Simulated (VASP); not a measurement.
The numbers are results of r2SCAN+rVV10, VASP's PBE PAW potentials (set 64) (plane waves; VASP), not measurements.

Input for VASP

**POSCAR**
```
Cu
1
    0.0000000000     1.7847917888     1.7847917888
    1.7847917888     0.0000000000     1.7847917888
    1.7847917888     1.7847917888     0.0000000000
Cu
1
Direct
  0.0000000000   0.0000000000   0.0000000000
```

**INCAR**
```
SYSTEM = Cu
PREC = Accurate
ENCUT = 520
EDIFF = 1E-7
NELM = 100
ALGO = Normal
LREAL = .FALSE.
LASPH = .TRUE.
ISMEAR = 1
SIGMA = 0.1
METAGGA = R2SCAN
LUSE_VDW = .TRUE.
BPARAM = 11.95
CPARAM = 0.0093
LMIXTAU = .TRUE.
LMAXMIX = 4
LWAVE = .FALSE.
LCHARG = .FALSE.
ISIF = 2
```

KPOINTS:
```
K-points
0
G
  17 17 17
0 0 0
```

POTCAR, in this order: Cu (PBE.64 set). Program: vasp_std.

The run wrote:

**OSZICAR**
```
       N       E                     dE             d eps       ncg     rms          rms(c)
DAV:   1     0.277214784189E+02    0.27721E+02   -0.58121E+03  3082   0.212E+03
DAV:   2    -0.126465559379E+02   -0.40368E+02   -0.38469E+02  2974   0.202E+02
DAV:   3    -0.131159492115E+02   -0.46939E+00   -0.46819E+00  3611   0.318E+01
DAV:   4    -0.131200181566E+02   -0.40689E-02   -0.40685E-02  3645   0.263E+00
DAV:   5    -0.131200703805E+02   -0.52224E-04   -0.52224E-04  3522   0.234E-01    0.801E+00
DAV:   6    -0.111376373713E+02    0.19824E+01   -0.28709E+01  3150   0.131E+02    0.573E+00
DAV:   7    -0.105474073475E+02    0.59023E+00   -0.58956E+00  3181   0.559E+01    0.572E-01
DAV:   8    -0.105410700559E+02    0.63373E-02   -0.10010E-01  3448   0.741E+00    0.885E-01
DAV:   9    -0.105353654234E+02    0.57046E-02   -0.13407E-01  3839   0.849E+00    0.732E-02
DAV:  10    -0.105360425321E+02   -0.67711E-03   -0.11909E-03  3547   0.519E-01    0.103E-01
DAV:  11    -0.105360198944E+02    0.22638E-04   -0.42522E-04  4142   0.379E-01    0.417E-02
DAV:  12    -0.105360309237E+02   -0.11029E-04   -0.39040E-04  3263   0.418E-01    0.202E-02
DAV:  13    -0.105360384183E+02   -0.74946E-05   -0.87211E-05  3362   0.179E-01    0.527E-03
DAV:  14    -0.105360400695E+02   -0.16513E-05   -0.75739E-07  3321   0.168E-02    0.263E-03
DAV:  15    -0.105360384029E+02    0.16666E-05   -0.12974E-06  3234   0.269E-02    0.268E-04
DAV:  16    -0.105360392919E+02   -0.88897E-06   -0.84811E-08  1752   0.419E-03    0.417E-04
DAV:  17    -0.105360391810E+02    0.11094E-06   -0.20217E-08  1544   0.312E-03    0.140E-04
DAV:  18    -0.105360392248E+02   -0.43779E-07   -0.48318E-09  1523   0.993E-04
   1 F= -.10536039E+02 E0= -.10536064E+02  d E =0.745507E-04
```

File OUTCAR:
```
------------------------ aborting loop because EDIFF is reached ----------------------------------------
  FORCE on cell =-STRESS in cart. coord.  units (eV):
  Direction    XX          YY          ZZ          XY          YZ          ZX
  --------------------------------------------------------------------------------------
  Total       -0.0266348     -0.0266348     -0.0266348     -0.0000000     -0.0000000      0.0000000
  in kB       -3.7529022     -3.7529022     -3.7529022     -0.0000000     -0.0000000      0.0000000
  external PRESSURE =      -3.7529022 kB  Pullay stress =       0.0000000 kB
  volume of cell :       11.37
      direct lattice vectors                 reciprocal lattice vectors
     0.000000000  1.784791789  1.784791789    -0.280144722  0.280144722  0.280144722
     1.784791789  0.000000000  1.784791789     0.280144722 -0.280144722  0.280144722
     1.784791789  1.784791789  0.000000000     0.280144722  0.280144722 -0.280144722
 POSITION                                       TOTAL-FORCE (eV/Angst)
 -----------------------------------------------------------------------------------
      0.00000      0.00000      0.00000         0.000000      0.000000     -0.000000
 -----------------------------------------------------------------------------------
    total drift:                               -0.000000     -0.000000     -0.000000
  FREE ENERGIE OF THE ION-ELECTRON SYSTEM (eV)
  ---------------------------------------------------
  free  energy   TOTEN  =       -10.5360392248 eV

  energy  without entropy=      -10.5361137755  energy(sigma->0) =      -10.53606408
```
(Selected blocks of OUTCAR.)

The compound is Cu in the fcc structure. It was relaxed first.
